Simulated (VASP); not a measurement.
# Sr2MoO4: structure and properties in VASP

Wanted: the relaxed cell of Sr2MoO4 and its properties. The steps: relaxing cell and atoms (AM05), second relaxation, density, ELF and potential (AM05), band structure (AM05), density of states (AM05), vibrations at Γ (AM05) and field gradients at the nuclei (AM05). The start is a computed cell from the Materials Project.

Program: VASP 6.6.1. Level of theory: AM05, no spin polarisation; plane waves and PAW (Sr_sv, Mo_sv, O). Results are calculated unless marked as measured.

Most raw output is cut from this account.

## 1. The structure

Before any relaxation, the start is as follows. The structure is tetragonal, space group I4/mmm (No. 139). The conventional cell has a = 3.894 Å, b = 3.894 Å, c = 12.967 Å, α = 90.00°, β = 90.00°, γ = 90.00°. Sr has 9 O at 2.44 to 2.76 Å nearest. Nearest to Mo lie 6 O at 1.95 to 2.12 Å. Nearest to O lie 2 Mo at 1.95 Å and 4 Sr at 2.74 Å. Nearest to O lie 1 Mo at 2.12 Å and 5 Sr at 2.44 to 2.76 Å. Farther neighbours and most contacts between anions are not listed.

As a file:

```
Sr Mo O
1.0
     0.00000   -3.89356    0.00000
    -3.89356    0.00000    0.00000
     1.94678   -1.94678   -6.48370
Sr Mo O
2 1 4
Cartesian
  -1.9468 -1.9468 -1.9314
  0.0000 -3.8936 -4.5523
  0.0000 0.0000 0.0000
  0.0000 -1.9468 0.0000
  -1.9468 0.0000 0.0000
  0.0000 -3.8936 -2.1160
  -1.9468 -1.9468 -4.3677
```

## 2. Relaxing cell and atoms (AM05)

Properties are meant for the cell that this level of theory prefers, so cell and atoms are relaxed first (ISIF = 3) until forces and stress are small; EDIFFG sets the threshold. AM05 is built from the electron gas and the surface model, and does well on lattice constants.

Contents of INCAR:

```
SYSTEM = Sr2MoO4
PREC = Accurate
ENCUT = 520
EDIFF = 1E-06
NELM = 100
ISMEAR = 0
SIGMA = 0.05
LREAL = .FALSE.
ALGO = Normal
GGA = AM
NBANDS = 36
LASPH = .TRUE.
LORBIT = 11
LWAVE = .FALSE.
LCHARG = .FALSE.
KPAR = 4
IBRION = 2
NSW = 60
ISIF = 3
EDIFFG = -0.01
```

Contents of POSCAR:

```
Sr2MoO4
1.0
    0.0000000000     -3.8935614830      0.0000000000
   -3.8935614830      0.0000000000      0.0000000000
    1.9467807415     -1.9467807415     -6.4837030641
Sr Mo O
2 1 4
Direct
    0.3510579900      0.6489420100      0.2978840200
    0.6489420100      0.3510579900      0.7021159800
    0.0000000000      0.0000000000      0.0000000000
    0.5000000000      0.0000000000      0.0000000000
    0.0000000000      0.5000000000      0.0000000000
    0.8368215200      0.1631784800      0.3263569600
    0.1631784800      0.8368215200      0.6736430400
```

Contents of KPOINTS:

```
Automatic mesh
0
Gamma
6 6 6
0 0 0
```

PAW data sets: Sr_sv, Mo_sv and O (PBE family, release 64).

Launch:

```sh
mpirun -np 4 vasp_std
```

Wall time 70 s (4 MPI ranks of Intel Xeon 6975P-C (Granite Rapids), shared host); peak memory 1.1 GiB; 4.6 min of CPU time.

This run has no spin polarisation, although Mo can carry a moment. The PAW data sets were made with PBE, which is usual practice but a small mismatch for other functionals. The run keeps the 16 symmetry operations of its start, so it cannot find a distortion of lower symmetry.

The steps of the relaxation:

```tsv
step	energy less that of the first step (eV)	largest force (eV/Å)	pressure (GPa)	volume (Å³)
1	0.0000	0.1546	-2.01	98.29
2	-0.0013	0.1621	2.07	95.80
3	-0.0094	0.0036	0.07	96.99
4	-0.0097	0.0211	-0.03	97.02
5	-0.0097	0.0226	-0.02	97.02
6	-0.0098	0.0078	-0.02	97.00
```

```tsv
conventional cell, symmetrised	before	after	change
a (Å)	3.894	3.883	-0.3 %
b (Å)	3.894	3.883	-0.3 %
c (Å)	12.967	12.866	-0.8 %
volume (Å³/atom)	14.04	13.86	-1.3 %
```

Final coordinates:

```xyz
7
Lattice="0.0000 -3.8831 0.0000 -3.8831 0.0000 0.0000 1.9416 -1.9416 -6.4330" Properties=species:S:1:pos:R:3 pbc="T T T"
Sr   -1.9416   -1.9416   -1.9160
Sr    0.0000   -3.8831   -4.5170
Mo    0.0000    0.0000    0.0000
O     0.0000   -1.9416    0.0000
O    -1.9416    0.0000    0.0000
O     0.0000   -3.8831   -2.0967
O    -1.9416   -1.9416   -4.3364
```

Numbers from this step:

| Item | Value |
| --- | --- |
| electrons | 58 |
| bands | 36 |
| irreducible k-points | 30 |
| symmetry operations | 16 |
| free energy (TOTEN) | -52.7788 eV |
| energy at zero smearing | -52.7768 eV |
| Fermi energy | 6.128 eV |
| pressure | -0.01548 GPa |
| metallic | yes |
| SCF cycles over all ionic steps | 48 |

It ends with a largest force of 0.008 eV/Å and a pressure of -0.02 GPa.

## 3. Second relaxation

A relaxation keeps the plane waves of the cell it began with, so it is repeated from the new cell, on a basis made for it.

INCAR is that of step 2.

Contents of POSCAR:

```
Sr2MoO4
1.0
    0.0000000000     -3.8831294035      0.0000000000
   -3.8831294035      0.0000000000      0.0000000000
    1.9415647018     -1.9415647018     -6.4330387376
Sr Mo O
2 1 4
Direct
    0.3510785313      0.6489214687      0.2978429373
    0.6489214687      0.3510785313      0.7021570627
    0.0000000000      0.0000000000      0.0000000000
    0.5000000000      0.0000000000      0.0000000000
    0.0000000000      0.5000000000      0.0000000000
    0.8370382558      0.1629617442      0.3259234884
    0.1629617442      0.8370382558      0.6740765116
```

KPOINTS is that of step 2.

Launch:

```sh
mpirun -np 4 vasp_std
```

It took 22 s on 4 MPI ranks; peak memory 1.1 GiB.

Little changed from the start: no atom moved by 0.005 Å and no cell edge by 0.1 %.

Numbers from this step:

| Quantity | Value |
| --- | --- |
| free energy (TOTEN) | -52.7774 eV |
| energy at zero smearing | -52.7754 eV |
| pressure | -0.02241 GPa |
| SCF cycles over all ionic steps | 16 |

It ends with a largest force of 0.008 eV/Å and a pressure of -0.02 GPa. The volume moved by under 0.01 %: the run met its threshold at the first step.

## 4. Density, ELF and potential (AM05)

A single point on the relaxed cell gives a clean self-consistent state, with density, ELF and potential written out.

INCAR: that of step 3 with these lines changed.

```diff
@@ -14,7 +14,5 @@
 LWAVE = .FALSE.
-LCHARG = .FALSE.
-KPAR = 4
-IBRION = 2
-NSW = 60
-ISIF = 3
-EDIFFG = -0.01
+LCHARG = .TRUE.
+ISIF = 2
+LELF = .TRUE.
+LVHAR = .TRUE.
```

POSCAR is that of step 3.

KPOINTS is that of step 3.

Launch:

```sh
mpirun -np 4 vasp_std
```

Wall time 18 s (4 MPI ranks); peak memory 0.68 GiB.

Numbers from this step:

* SCF cycles: 16

Valence electrons inside each PAW sphere by angular momentum. Sphere charges, by row:

```tsv
atom	s (e)	p (e)	d (e)	tot (e)
Sr1	2.002	5.758	0.239	8
Sr2	2.002	5.758	0.239	8
Mo3	2.33	6.302	3.866	12.5
O4	1.562	3.498	0	5.059
O5	1.562	3.498	0	5.059
O6	1.55	3.416	0	4.966
O7	1.55	3.416	0	4.966
```

ELF in the ac plane of the conventional cell at fractional y = 0.000, with atoms of Sr and Mo and O within 0.2 Å of it. It is the smooth field of the valence electrons, not physical close to the nuclei.

Values, 24 rows by 14 columns, each cell a mean:
```
0.60 0.68 0.58 0.29 0.48 0.76 0.74 0.69 0.76 0.69 0.32 0.39 0.66 0.65
0.38 0.34 0.26 0.16 0.23 0.43 0.58 0.61 0.53 0.35 0.18 0.19 0.29 0.37
0.68 0.65 0.54 0.33 0.15 0.08 0.09 0.10 0.09 0.10 0.22 0.43 0.59 0.67
0.54 0.72 0.80 0.68 0.39 0.13 0.03 0.02 0.06 0.22 0.53 0.75 0.79 0.64
0.73 0.79 0.80 0.68 0.43 0.17 0.04 0.02 0.07 0.26 0.55 0.75 0.81 0.77
0.44 0.42 0.36 0.27 0.16 0.07 0.03 0.02 0.04 0.09 0.20 0.31 0.38 0.43
0.51 0.47 0.37 0.19 0.06 0.02 0.02 0.02 0.02 0.03 0.11 0.28 0.42 0.49
0.71 0.78 0.81 0.68 0.28 0.05 0.02 0.02 0.02 0.11 0.46 0.76 0.81 0.75
0.56 0.70 0.81 0.74 0.34 0.07 0.02 0.02 0.03 0.13 0.54 0.80 0.78 0.63
0.79 0.78 0.67 0.39 0.13 0.12 0.20 0.22 0.16 0.09 0.20 0.54 0.74 0.80
0.37 0.29 0.16 0.15 0.38 0.61 0.72 0.74 0.69 0.53 0.25 0.11 0.20 0.33
0.02 0.03 0.11 0.42 0.73 0.79 0.65 0.55 0.73 0.80 0.62 0.26 0.06 0.02
0.04 0.04 0.08 0.33 0.67 0.79 0.74 0.69 0.77 0.77 0.54 0.20 0.06 0.04
0.59 0.49 0.29 0.13 0.22 0.44 0.58 0.61 0.54 0.36 0.16 0.20 0.39 0.55
0.75 0.79 0.77 0.54 0.18 0.06 0.08 0.10 0.07 0.08 0.32 0.67 0.79 0.77
0.55 0.69 0.81 0.76 0.36 0.07 0.02 0.02 0.03 0.14 0.57 0.81 0.78 0.62
0.76 0.78 0.75 0.55 0.20 0.04 0.02 0.02 0.02 0.08 0.34 0.67 0.78 0.78
0.32 0.29 0.21 0.11 0.05 0.03 0.02 0.02 0.02 0.03 0.06 0.15 0.24 0.30
0.65 0.62 0.56 0.43 0.25 0.10 0.03 0.02 0.05 0.16 0.34 0.49 0.59 0.64
0.62 0.76 0.82 0.72 0.46 0.17 0.04 0.02 0.08 0.27 0.59 0.78 0.81 0.70
0.63 0.74 0.77 0.60 0.31 0.11 0.03 0.03 0.05 0.16 0.44 0.70 0.78 0.70
0.53 0.48 0.38 0.23 0.13 0.14 0.20 0.22 0.17 0.12 0.15 0.29 0.42 0.51
0.50 0.47 0.35 0.19 0.33 0.58 0.71 0.74 0.68 0.49 0.22 0.25 0.41 0.49
0.48 0.65 0.61 0.30 0.51 0.76 0.65 0.55 0.72 0.72 0.34 0.43 0.67 0.58
```
Columns run along a (3.9 Å), rows up along c (12.9 Å), edges of the conventional cell, whose origin can differ from the input's. Atoms in or near the plane, at fractional coordinates: Sr at (0.00, 0.35), Sr at (0.00, 0.65), Mo at (0.00, 0.00), O at (0.50, 0.50), O at (0.50, 0.00), O at (0.00, 0.84), O at (0.00, 0.16).

Electrostatic potential energy in the ac plane of the conventional cell at fractional y = 0.000, with atoms of Sr and Mo and O within 0.2 Å of it. With pseudopotentials it is smooth inside the atoms' cores, unlike the true potential.

Ten even steps from '_' (-55 eV) to '@' (2 eV), each cell a mean:
```
____::++%%**::..--####==..__
==++##%%@@@@@@@@@@@@@@%%**++
**##@@@@@@@@@@@@@@@@@@@@%%##
__..##@@@@@@@@@@@@@@@@@@==__
::==%%@@@@@@@@@@@@@@@@@@##--
@@@@@@@@@@@@@@@@@@@@@@@@@@@@
####%%%%@@@@@@@@@@@@@@%%%%##
++++**##%%@@@@@@@@@@%%##**++
==++**##%%@@@@@@@@@@%%**++==
****##%%@@@@@@@@@@@@%%####**
%%%%%%@@@@@@%%##%%@@@@@@%%%%
@@@@@@@@@@==____..##@@@@@@@@
@@@@@@@@@@**::..--%%@@@@@@@@
##%%%%@@@@@@@@@@@@@@@@%%%%##
++****##%%@@@@@@@@@@%%##**++
==++**##%%@@@@@@@@@@##**++==
****##%%%%@@@@@@@@@@%%##****
%%%%%%@@@@@@@@@@@@@@@@@@%%%%
%%@@@@@@@@@@@@@@@@@@@@@@@@%%
..::##@@@@@@@@@@@@@@@@@@++..
..--##@@@@@@@@@@@@@@@@@@**::
##%%@@@@@@@@@@@@@@@@@@@@@@%%
::--++%%@@@@%%##%%@@@@##==::
____..++##==____..**##--____
```
Columns run along a (3.9 Å; values clipped at the 3rd and 97th percentile), rows up along c (12.9 Å), edges of the conventional cell, whose origin can differ from the input's. Atoms in or near the plane, at fractional coordinates: Sr at (0.00, 0.35), Sr at (0.00, 0.65), Mo at (0.00, 0.00), O at (0.50, 0.50), O at (0.50, 0.00), O at (0.00, 0.84), O at (0.00, 0.16).

Valence density in the ac plane of the conventional cell at fractional y = 0.000, with atoms of Sr and Mo and O within 0.2 Å of it. It is the smooth field of the valence electrons, not physical close to the nuclei.

Ten even steps from '_' (0.0 e/Å³) to '@' (7.0 e/Å³), each cell a mean:
```
%%**--....::++**==::....==##
....____________________....
::..____________________..::
@@**::________________..--%%
**==..__________________::++
____________________________
..________________________..
----::________________..::--
====::..______________..--==
::::..__________________..::
____________......__________
________..--##@@**::________
__________::++**==..________
____________________________
----..________________..::--
====::..______________..--==
--::..__________________::::
____________________________
....______________________..
%%++::________________..--##
##==..__________________::**
....______________________..
--::..______......______..--
@@%%==....--##@@**::..::**@@
```
Columns run along a (3.9 Å), rows up along c (12.9 Å), edges of the conventional cell, whose origin can differ from the input's. Atoms in or near the plane, at fractional coordinates: Sr at (0.00, 0.35), Sr at (0.00, 0.65), Mo at (0.00, 0.00), O at (0.50, 0.50), O at (0.50, 0.00), O at (0.00, 0.84), O at (0.00, 0.16).

In this run the pressure is -0.02 GPa, small enough to go on.

## 5. Band structure (AM05)

Levels along the symmetry lines show where the bands peak and cross; KPOINTS_OPT computes them in the converged potential.

Contents of INCAR:

```
SYSTEM = Sr2MoO4
PREC = Accurate
ENCUT = 520
EDIFF = 1E-06
NELM = 100
ISMEAR = 0
SIGMA = 0.05
LREAL = .FALSE.
ALGO = Normal
GGA = AM
NBANDS = 47
LASPH = .TRUE.
LORBIT = 11
LWAVE = .FALSE.
LCHARG = .FALSE.
KPAR = 4
```

POSCAR is that of step 4.

KPOINTS is that of step 4.

Contents of KPOINTS_OPT:

```
Line mode
12
Line-mode
Reciprocal
  0.00000000   0.00000000   0.00000000 GAMMA
 -0.50000000  -0.50000000   0.00000000 X

 -0.50000000  -0.50000000   0.00000000 X
 -0.45445493  -0.54554507   0.04554507 Y

 -0.45445493  -0.54554507   0.04554507 Y
  0.00000000  -0.54554507   0.27277254 S

  0.00000000  -0.54554507   0.27277254 S
  0.00000000   0.00000000   0.00000000 GAMMA

  0.00000000   0.00000000   0.00000000 GAMMA
  0.00000000   0.00000000  -0.50000000 Z

  0.00000000   0.00000000  -0.50000000 Z
  0.00000000  -0.45445493  -0.27277254 S1

  0.00000000  -0.45445493  -0.27277254 S1
  0.00000000  -0.50000000   0.00000000 N

  0.00000000  -0.50000000   0.00000000 N
 -0.50000000  -0.50000000  -0.25000000 P

 -0.50000000  -0.50000000  -0.25000000 P
 -0.45445493  -0.45445493  -0.50000000 Y1

 -0.45445493  -0.45445493  -0.50000000 Y1
  0.00000000   0.00000000  -0.50000000 Z

 -0.50000000  -0.50000000   0.00000000 X
 -0.50000000  -0.50000000  -0.25000000 P
```

Launch:

```sh
mpirun -np 4 vasp_std
```

Wall time 66 s (4 MPI ranks); peak memory 1.4 GiB; 4.3 min of CPU time.

Spin-orbit coupling is off here; it would split degenerate levels. The cell is typed on its shortest vectors, so the axes of tensors and the coordinates of k-points follow the printed cell and not the standard setting.

Numbers from this step:

| Item | Value |
| --- | --- |
| bands | 47 |
| Fermi energy | 6.127 eV |
| pressure | -0.01481 GPa |

Electronic bands along the path, in eV, zero at the Fermi level; # counts the bands kept:

```tsv
point	#10	#11	#12	#13	#14	#15	#16	#17
Γ	-3.13	-3.10	-3.10	-1.87	-0.70	-0.70	1.67	2.30
0.45 of the way	-3.57	-3.31	-3.20	-0.03	0.15	0.20	2.99	3.52
X	-3.57	-3.36	-2.91	1.38	1.62	2.07	2.69	4.03
0.55 of the way	-3.58	-3.38	-2.91	1.36	1.61	2.04	2.70	4.02
Y	-3.57	-3.42	-2.91	1.32	1.57	1.99	2.73	3.99
0.45 of the way	-3.70	-3.45	-3.19	0.48	1.33	1.38	3.23	3.94
S	-3.67	-3.62	-3.36	-0.28	0.95	1.28	2.90	3.82
0.55 of the way	-3.59	-3.39	-3.19	-0.56	-0.34	0.04	2.63	3.17
Γ	-3.13	-3.10	-3.10	-1.87	-0.70	-0.70	1.67	2.30
0.45 of the way	-3.47	-3.20	-3.20	-1.87	-0.50	-0.50	1.86	2.02
Z	-3.82	-3.30	-3.30	-1.86	-0.24	-0.24	1.53	2.36
0.55 of the way	-3.89	-3.51	-3.26	-0.35	-0.23	0.32	2.56	2.94
S1	-3.67	-3.62	-3.36	-0.28	0.95	1.28	2.90	3.82
0.45 of the way	-3.67	-3.55	-3.38	-0.29	0.99	1.30	2.93	3.87
N	-3.67	-3.46	-3.43	-0.30	1.01	1.30	2.96	3.92
0.45 of the way	-3.80	-3.38	-3.31	0.36	1.33	1.36	3.45	3.85
P	-3.57	-3.10	-3.10	1.46	1.46	2.08	3.28	3.28
0.45 of the way	-3.58	-3.26	-2.97	1.39	1.54	2.06	2.91	3.72
Y1	-3.57	-3.42	-2.91	1.32	1.57	1.99	2.73	3.99
0.55 of the way	-3.61	-3.45	-3.25	-0.09	0.10	0.30	2.97	3.41
Z	-3.82	-3.30	-3.30	-1.86	-0.24	-0.24	1.53	2.36
jump to X	-3.57	-3.36	-2.91	1.38	1.62	2.07	2.69	4.03
0.45 of the way	-3.57	-3.28	-2.95	1.40	1.57	2.07	2.84	3.80
P	-3.57	-3.10	-3.10	1.46	1.46	2.08	3.28	3.28
```

Of the projections kept (Sr, Mo, O), the largest for each band there; the rest of the weight can lie on other orbitals:

```tsv
point	#10	#11	#12	#13	#14	#15	#16	#17
Γ	O 0.93	O 0.98	O 0.98	Mo 0.98	Mo 0.74	Mo 0.74	Sr 0.45	Sr 0.80
X	O 0.99	O 0.95	O 0.98	Mo 0.70	Mo 0.76	Mo 0.79	Sr 0.80	Sr 0.55
Y	O 0.90	O 0.94	O 0.98	Mo 0.70	Mo 0.76	Mo 0.79	Sr 0.80	Sr 0.56
S	O 0.93	O 0.91	O 0.94	Mo 0.78	Mo 0.73	Mo 0.78	Mo 0.77	Sr 0.53
Γ	O 0.93	O 0.98	O 0.98	Mo 0.98	Mo 0.74	Mo 0.74	Sr 0.45	Sr 0.80
Z	O 0.87	O 0.95	O 0.95	Mo 0.98	Mo 0.71	Mo 0.71	Sr 0.96	Mo 0.91
```

There is no gap at this level.

## 6. Density of states (AM05)

Here the states are counted by energy and projected on the atoms. The mesh is finer than in the run before.

INCAR: that of step 5 with these lines changed.

```diff
@@ -5,3 +5,3 @@
 NELM = 100
-ISMEAR = 0
+ISMEAR = -5
 SIGMA = 0.05
@@ -16 +16,2 @@
 KPAR = 4
+NEDOS = 2001
```

POSCAR is that of step 5.

Contents of KPOINTS:

```
Automatic mesh
0
Gamma
9 9 9
0 0 0
```

Launch:

```sh
mpirun -np 4 vasp_std
```

The job ended after 53 s (4 MPI ranks; peak memory 1.6 GiB).

With tetrahedra the forces and stress of a metal are not exact derivatives of the energy.

This step gave:

- irreducible k-points: 75
- free energy (TOTEN): -52.7724 eV
- Fermi energy: 6.174 eV
- pressure: 0.07067 GPa
- DOS at the Fermi level: 2.387 states/eV/cell

(Part 1 of 2 ends here.)

[Lines on the potential files, build, host, timing and source positions are cut from VASP's logs without a mark.]

[Logs are printed without paths, hosts, clocks, repeated set-up lines and the standing remarks that a program may print on its own settings, such as how far it seeks lower states.]

[Hosts, paths, dates, database ids (printed as entryN), source tags and the programs' standing remarks are cut or masked in the printed files.]

[A measured line is paired with the nearest computed mode of its activity, which favours agreement.]
